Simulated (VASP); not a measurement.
OSZICAR of a VASP run on Rh16HO:

OSZICAR:
```
       N       E                     dE             d eps       ncg     rms          rms(c)
DAV:   1    -0.118240941108E+03   -0.11824E+03   -0.46971E-02  2500   0.110E+00    0.160E+00
DAV:   2    -0.125004243581E+03   -0.67633E+01   -0.10864E+01  2548   0.194E+01    0.261E+01
DAV:   3    -0.118206104340E+03    0.67981E+01   -0.13528E+01  2646   0.165E+01    0.219E+00
DAV:   4    -0.118213846478E+03   -0.77421E-02   -0.55501E-01  2080   0.229E+00    0.456E-01
DAV:   5    -0.118216855836E+03   -0.30094E-02   -0.28783E-02  1986   0.775E-01    0.417E-01
DAV:   6    -0.118215535314E+03    0.13205E-02   -0.70264E-03  2026   0.482E-01    0.152E-01
DAV:   7    -0.118215481815E+03    0.53498E-04   -0.13368E-03  2042   0.206E-01    0.128E-01
DAV:   8    -0.118215344302E+03    0.13751E-03   -0.38783E-04  2004   0.124E-01    0.610E-02
DAV:   9    -0.118215346655E+03   -0.23527E-05   -0.11155E-04  2218   0.552E-02    0.584E-02
DAV:  10    -0.118215327907E+03    0.18748E-04   -0.65779E-05  1998   0.442E-02    0.255E-02
DAV:  11    -0.118215333820E+03   -0.59137E-05   -0.38904E-05  2122   0.379E-02    0.313E-02
DAV:  12    -0.118215324850E+03    0.89699E-05   -0.24208E-05  2068   0.325E-02    0.124E-02
DAV:  13    -0.118215324614E+03    0.23600E-06   -0.24605E-06  1132   0.815E-03
   1 F= -.11821532E+03 E0= -.11821574E+03  d E =0.124078E-02
```

Problem. Which electronic solver shows in the log?

Solution. It is blocked Davidson (ALGO = Normal, or the opening steps of other solvers). The INCAR had ALGO = Normal.

Problem. Can the final energy be trusted as converged?

Solution. The run converged. It stopped with EDIFF = 1E-6, NELM = 100 (PBE GGA, plane waves, VASP's PBE PAW potentials (set 64)). The run did not end as a converged relaxation.

The cell is a thin slab with vacuum, built from Rh (fcc): (100) face, OH adsorbed.
